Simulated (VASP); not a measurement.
Data:

```
CELL_PARAMETERS angstrom
      0.00000     2.97067     2.97067
      2.97067     0.00000     2.97067
      2.97067     2.97067     0.00000
ATOMIC_POSITIONS crystal
  Cu 0.00000 0.00000 0.00000
  I  0.25000 0.25000 0.25000
```

All values below come from optB88-vdW, VASP's PBE PAW potentials (set 64) (plane waves; VASP 6.6.1). Run with 520 eV cut-off, 8×8×8 Γ-centred mesh, Gaussian smearing of 0.050 eV, potentials Cu I.

### Question
Give the stress tensor in GPa (positive for a compressed cell).

### Answer

```
3.04  0.00  0.00
0.00  3.04  0.00
0.00  0.00  3.04
```
The pressure is its mean diagonal, 3.04 GPa.

The compound is CuI in the zinc blende structure. This cell is one point of a volume scan, at 0.94 of the reference volume.
